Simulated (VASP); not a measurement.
These are PBEsol GGA, VASP's PBE PAW potentials (set 64) (plane waves; VASP 6.6.1) values and carry that method's errors.

VASP ran on this input.

KPOINTS:
```
Automatic mesh
0
Gamma
10 10 10
0 0 0
```

### INCAR
```
# general
SYSTEM  = Pm
PREC    = Accurate
ENCUT   = 400   # plane-wave cut-off (eV)
LREAL   = .FALSE.   # projection in real space or not
LASPH   = .TRUE.   # aspherical one-centre terms

# electronic loop
EDIFF   = 1E-6   # SCF stop (eV)
NELM    = 100   # most electronic steps
ALGO    = Normal
LMAXMIX = 6

# smearing
ISMEAR  = 1
SIGMA   = 0.1   # width (eV)

# functional
GGA     = PS   # PBEsol

# ions
IBRION  = 2   # conjugate gradients
NSW     = 60   # most ionic steps
ISIF    = 3
EDIFFG  = -0.01   # ionic stop

# output
LWAVE   = .FALSE.
LCHARG  = .FALSE.
```

### POSCAR
```
Pm
1
    3.1966261474    -0.0000000000     0.0000000000
   -0.0000000000     3.1966261474    -0.0000000000
   -0.0000000000    -0.0000000000     3.1966261474
Pm
1
Direct
  0.0000000000   0.0000000000   0.0000000000
```

POTCAR, in this order: Pm_3 (PBE.64 set). Program: vasp_std.

Output

File OSZICAR:
```
       N       E                     dE             d eps       ncg     rms          rms(c)
DAV:   1     0.148825734671E+02    0.14883E+02   -0.45564E+03  1040   0.836E+02
DAV:   2    -0.406754784240E+01   -0.18950E+02   -0.18421E+02  1260   0.132E+02
DAV:   3    -0.448906422006E+01   -0.42152E+00   -0.37179E+00  1293   0.149E+01
DAV:   4    -0.449402616942E+01   -0.49619E-02   -0.49377E-02  1334   0.118E+00
DAV:   5    -0.449403974503E+01   -0.13576E-04   -0.13575E-04  1367   0.610E-02    0.147E+01
DAV:   6    -0.449028287131E+01    0.37569E-02   -0.13163E-02  1059   0.978E-01    0.892E+00
DAV:   7    -0.449203174421E+01   -0.17489E-02   -0.16312E-02  1049   0.110E+00    0.204E-01
DAV:   8    -0.449161642753E+01    0.41532E-03   -0.17069E-03  1080   0.351E-01    0.207E-02
DAV:   9    -0.449161811189E+01   -0.16844E-05   -0.20866E-05  1322   0.425E-02    0.357E-03
DAV:  10    -0.449161784423E+01    0.26767E-06   -0.81359E-07   817   0.702E-03
   1 F= -.44916178E+01 E0= -.44919453E+01  d E =-.449162E+01
```

File OUTCAR:
```
------------------------ aborting loop because EDIFF is reached ----------------------------------------
  FORCE on cell =-STRESS in cart. coord.  units (eV):
  Direction    XX          YY          ZZ          XY          YZ          ZX
  --------------------------------------------------------------------------------------
  Total        0.0067999      0.0067999      0.0067999      0.0000000     -0.0000000     -0.0000000
  in kB        0.3335333      0.3335333      0.3335333      0.0000000     -0.0000000     -0.0000000
  external PRESSURE =       0.3335333 kB  Pullay stress =       0.0000000 kB
  volume of cell :       32.66
      direct lattice vectors                 reciprocal lattice vectors
     3.196626147  0.000000000  0.000000000     0.312829826  0.000000000  0.000000000
     0.000000000  3.196626147  0.000000000     0.000000000  0.312829826  0.000000000
     0.000000000  0.000000000  3.196626147     0.000000000  0.000000000  0.312829826
 POSITION                                       TOTAL-FORCE (eV/Angst)
 -----------------------------------------------------------------------------------
      0.00000      0.00000      0.00000         0.000000      0.000000      0.000000
 -----------------------------------------------------------------------------------
    total drift:                               -0.000000     -0.000000     -0.000000
  FREE ENERGIE OF THE ION-ELECTRON SYSTEM (eV)
  ---------------------------------------------------
  free  energy   TOTEN  =        -4.4916178442 eV

  energy  without entropy=       -4.4926001166  energy(sigma->0) =       -4.49194527

 reached required accuracy - stopping structural energy minimisation
```
(Selected blocks of OUTCAR.)

The 4f electrons are frozen in the core of the lanthanide potential, so 4f levels, which can set the real gap, and their magnetism are missing.

The structure was generated: Pm was put into the simple-cubic type (Pm-3m), which need not be its known phase. It was relaxed first, which changed the volume by -13 %. The start is the result of an earlier pass.
